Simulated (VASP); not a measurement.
Energy against volume of ZrO2 (fluorite). Computed with PBE GGA with D3 dispersion (Becke-Johnson damping), VASP's PBE PAW potentials (set 64) (plane waves; VASP).

```json
[
 {"V (Å³/atom)": "10.330", "E (eV/atom)": "-9.75251"},
 {"V (Å³/atom)": "10.660", "E (eV/atom)": "-9.77867"},
 {"V (Å³/atom)": "10.989", "E (eV/atom)": "-9.78719"},
 {"V (Å³/atom)": "11.319", "E (eV/atom)": "-9.78049"},
 {"V (Å³/atom)": "11.649", "E (eV/atom)": "-9.76086"}
]
```

Problem. Fit a third-order Birch-Murnaghan equation of state.

Solution. 
```yaml
volume_per_atom: 11.00 Å³/atom
bulk_modulus: 2440 kbar
pressure_derivative_of_the_bulk_modulus: 4.15
lattice_constant_a: 5.092 Å
```

Measured: a 5.090 Å at 0 K (computed value off by +0.0 %), as given by Xinyuan Zhao et al., Physical review. B, Condensed matter (2002), arXiv:cond-mat/0108491 [extrapolated to 0 K from high-temperature diffraction of the cubic phase (5.27 Å at 2410 °C), as arXiv:1708.09424 says of the same reference; zero-point expansion not removed].

The compound is ZrO2 in the fluorite structure, the high-temperature cubic form, which is unstable at 0 K; the monoclinic form is the stable one. It was relaxed first.
